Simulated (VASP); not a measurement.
```
CELL_PARAMETERS angstrom
      0.00000     2.88119     2.88119
      2.88119     0.00000     2.88119
      2.88119     2.88119     0.00000
ATOMIC_POSITIONS crystal
  Ba 0.00000 0.00000 0.00000
  O  0.50000 0.50000 0.50000
```

Computed with vdW-DF2, VASP's PBE PAW potentials (set 64) (plane waves; VASP). Run with 520 eV cut-off, 8×8×8 Γ-centred mesh, Gaussian smearing of 0.050 eV, potentials Ba_sv O.

Unless said otherwise, spin-orbit coupling is left out, though it shifts the bands of the heavy elements here.

Task: Predict the energy per atom (σ→0), pressure, band gap (on the k-mesh) with the smallest direct gap where there is one.

Result: 
| Item | Result |
|---|---|
| band gap (on the k-mesh) | 2.35 eV |
| smallest direct gap (on the k-mesh) | 2.35 eV |
| energy per atom (σ→0) | -4201 meV/atom |
| pressure | -1.86 GPa |

The compound is BaO in the rock salt structure. This cell is one point of a volume scan, at 1.03 of the reference volume.
